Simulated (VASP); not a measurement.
## AgAu under changes of volume

One of the cells (17.872 Å³/atom); the others are scaled copies at fixed shape and fractional positions:

```
Au Ag
1.0
     2.95461    0.00000    0.00000
    -1.47730    2.55876    0.00000
     0.00000    0.00000    4.72801
Au Ag
1 1
Direct
  0.66667 0.33333 0.00000
  0.00000 0.00000 0.50000
```

The cell comes from a database or a generator and needn't be the stable form of this composition.

```yaml
Program: VASP 6.6.1
Functional: PBEsol
Potentials_or_basis: VASP PAW PBE potentials, release 64 (Au, Ag)
Cutoff: 520 eV
k_mesh: 10 × 10 × 6
Occupations: fermi-dirac, width 0.05 eV
Spin: no spin polarisation
```

| volume (Å³/atom) | energy over the lowest point (meV/atom) | pressure (GPa) |
| --- | --- | --- |
| 16.470 | ? | ? |
| 16.821 | 0.00 | 0.1 |
| 17.171 | 2.68 | -2.7 |
| 17.872 | 24.10 | -7.2 |
| 18.223 | 41.54 | -9.0 |
| 18.573 | 62.69 | -10.6 |

Q: What does the run at 16.470 Å³/atom give?

A: Energy over the lowest point 3.78 meV/atom; pressure 3.3 GPa.

Worked out: A Birch-Murnaghan fit of order 3 (a polynomial in V^(-2/3)) to the other rows has its minimum at 16.84 Å³/atom with B0 = V·E''(V) = 138 GPa and B' = 5.3 at fixed shape and positions, which overstates the stiffness. It gives 3.68 meV/atom at 16.470 Å³/atom, against the run's 3.78, and -dE/dV = 3.3 GPa, against 3.3.

Energies are extrapolated to zero smearing.

Caveats: the PAW data sets were made with another functional, which shifts forces and pressure a little.
